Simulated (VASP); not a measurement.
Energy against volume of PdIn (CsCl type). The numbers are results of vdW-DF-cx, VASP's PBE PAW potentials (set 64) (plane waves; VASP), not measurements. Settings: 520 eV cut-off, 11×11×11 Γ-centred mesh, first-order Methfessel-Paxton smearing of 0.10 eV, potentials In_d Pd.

| V (Å³/atom) | E (eV/atom) |
|---|---|
| 16.242 | -1.55737 |
| 16.760 | -1.57935 |
| 17.278 | -1.58548 |
| 17.797 | -1.57879 |

### Question
Fit these four points and predict the energy of the run at 18.315 Å³/atom.

### Answer
A cubic in V^(−2/3), the third-order Birch-Murnaghan form, passes through the four points with V0 = 17.25 Å³/atom and B0 = 133 GPa, and gives -1.5618 eV/atom there. The run gave -1.5617 eV/atom, +0.1 meV/atom from the fit; all five points give B0 = 133 GPa.

The compound is PdIn in the CsCl type structure. It was relaxed first.
